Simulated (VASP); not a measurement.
Input:

```xyz
1
Lattice="0.0000 1.7401 1.7401 1.7401 0.0000 1.7401 1.7401 1.7401 0.0000" Properties=species:S:1:pos:R:3 pbc="T T T"
Ni     0.0000     0.0000     0.0000
```
Starting moments (μB, in the order of the record's atoms Ni): 0.6.

Calculation: PBE GGA with D4 dispersion, VASP's PBE PAW potentials (set 64) (plane waves; VASP). Run with 520 eV cut-off, 16×16×16 Γ-centred mesh, first-order Methfessel-Paxton smearing of 0.10 eV, potentials Ni.

Problem. Estimate the cell moment, energy per atom (σ→0), band gap (on the k-mesh) with the smallest direct gap where there is one.

Solution. 
```yaml
band gap (on the k-mesh): none (metal, semimetal or under 0.01 eV)
cell_moment: 0.59 μB
energy per atom (σ→0): -5.933 eV/atom
```

Problem. Give the moment on each site (PAW-sphere projection).

Solution. 
```csv
site,moment (μB)
Ni1,0.60
```

The compound is Ni in the fcc structure. It was relaxed first. The start is the result of an earlier pass.
